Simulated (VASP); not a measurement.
AlP (zinc blende), at 1.04 of the tabulated volume:

```xyz
2
Lattice="0.0000 2.7659 2.7659 2.7659 0.0000 2.7659 2.7659 2.7659 0.0000" Properties=species:S:1:pos:R:3 pbc="T T T"
Al     0.0000     0.0000     0.0000
P      1.3830     1.3830     1.3830
```

The lowest empty band near X, direction across the valley's axis, from mBJ (TB09) with spin-orbit coupling in VASP (PAW); its two spin partners are averaged. The gap over the points computed is 2.46 eV, and the next band on that side lies 0.71 eV away at the edge.

Numerical set-up: 400 eV cut-off, 9×9×9 Γ-centred mesh, Gaussian smearing of 0.050 eV, potentials Al P.

```csv
distance from the edge in k (1/Å),distance in energy (meV)
0.018,4.4
0.025,8.4
0.035,16.5
0.050,33.4
0.070,65.4
```

### Question
Fit E(1 + αE) = ħ²k²/2m* (ħ²/2m0 = 3.810 eV Å²) and predict the row at 0.095 1/Å.

### Answer
The rows don't resolve α, so a parabola serves: the electron mass is m* = 0.285 m0, and so 120.5 meV. The run gave 119.5 meV, -1.0 meV from the fit.

Left out are points under 3 meV from the edge, since the levels carry 0.1 meV, and points farther than half the way to the next band.

The compound is AlP in the zinc blende structure. The cell was not relaxed at this level.
